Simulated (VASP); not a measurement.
Here is the system:

```
ZnO
1.0
    1.64309    -2.84591     0.00000
    1.64309     2.84591     0.00000
    0.00000     0.00000     5.30697
Zn O
2 2
Direct
  0.66667   0.33333   0.50144
  0.33333   0.66667   0.00144
  0.66667   0.33333   0.88056
  0.33333   0.66667   0.38056
```

Level of theory: PBE GGA, VASP's PBE PAW potentials (set 64) (plane waves; VASP 6.6.1). Run with 520 eV cut-off, 8×8×5 Γ-centred mesh, Gaussian smearing of 0.050 eV, potentials Zn O.

Task: What does the run give for the energy per atom (σ→0)?

Result: 
- energy per atom (σ→0): -4.465 eV/atom

The absolute energy has meaning only against runs of the same code, potentials and settings.

The compound is ZnO in the wurtzite structure. It was relaxed first. The start is the result of an earlier pass.
